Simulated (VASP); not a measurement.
Here is the system:

```
CELL_PARAMETERS angstrom
      0.00000     3.52456     3.52456
      3.52456     0.00000     3.52456
      3.52456     3.52456     0.00000
ATOMIC_POSITIONS crystal
  Sr 0.00000 0.00000 0.00000
  Cl 0.25000 0.25000 0.25000
  Cl 0.75000 0.75000 0.75000
```

Calculation: PBE GGA with D4 dispersion, VASP's PBE PAW potentials (set 64) (plane waves; VASP). Settings: 520 eV cut-off, 6×6×6 Γ-centred mesh, Gaussian smearing of 0.050 eV, potentials Sr_sv Cl.

Q: Give the stress tensor in GPa (positive for a compressed cell).

A: 
```
-1.10   0.00   0.00
 0.00  -1.10   0.00
 0.00   0.00  -1.10
```
The pressure is its mean diagonal, -1.10 GPa.

The compound is SrCl2 in the fluorite structure. This cell is one point of a volume scan, at 1.03 of the reference volume.
